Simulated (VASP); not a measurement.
# PtS2: stress against strain

PtS2 (1T layered, P-3m1, 22.632 Å³/atom and stress up to 0.10 GPa in the relaxed cell, c along z) under an equal strain ε along x and y, with z held. PBE in VASP (plane waves, PAW), 480 eV, 10×10×6 Γ-centred mesh, Gaussian smearing 0.05 eV; ions are relaxed, or left where forces stay under 0.02 eV/Å, within the symmetry of each cell. Against the start cell, which lies near the measured one, the relaxed cell differs by 24.1 % in volume and 21.8 % in c; the values below rest on it. Stress is positive for a compressed cell.

Here s stands for strain and y for stress xx.

| strain (%) | stress xx (GPa) |
|---|---|
| -1.50 | 2.90 |
| -1.00 | 1.91 |
| -0.50 | 0.95 |
| 0.00 | 0.06 |
| 0.50 | -0.89 |
| 1.00 | -1.77 |
| 1.50 | -2.61 |
| 3.00 | ? |

**Question.** Fit y against s with a straight line, and predict the withheld value at s = 3.00.

**Answer.** Means: s 0, y 0.079. About the means, the sum of products is -12.865 and the sum of squares of s is 7.0000; the slope is their ratio. Least squares gives y = 0.079 - 1.8379·s. Residuals (row less fit): 0.064, -0.007, -0.048, -0.019, -0.050, -0.011, 0.068; standard error 0.053 (degrees of freedom: 5). The slope gives the elastic constants C11 + C12 = 184 ± 2 GPa (± standard error of the fit, which holds the terms cut off). At the withheld row, y = 0.079 - 1.8379 × 3.0 = -5.435 GPa. The calculation gives -4.96 GPa, 0.475 GPa above the prediction (6.0 % of the range of y in the table). The row lies outside the fitted rows, so this is an extrapolation. From the scatter of the fitted rows alone, a prediction at this place has a standard error of 0.083 GPa, so the miss is 5.7 times that.

A polynomial of degree 2 through the 12 other runs of the series gives -5.01 there, so most of the miss is curvature that the fit leaves out. Spin-orbit coupling is left out, which can shift these values for the heavy elements here. For PtS2: without a dispersion term in the relaxation, distances and binding between the weakly bound layers, chains or molecules are unreliable, and so is what depends on them. Rows are the converged runs of the series near zero and its far end, less any whose ions stayed unrelaxed beside relaxed ones; series whose fitted rows scatter by over a few per cent of the range, as at a crossing or softening among them, aren't shown in this form. Most that stay on the fit to the last digits aren't either.
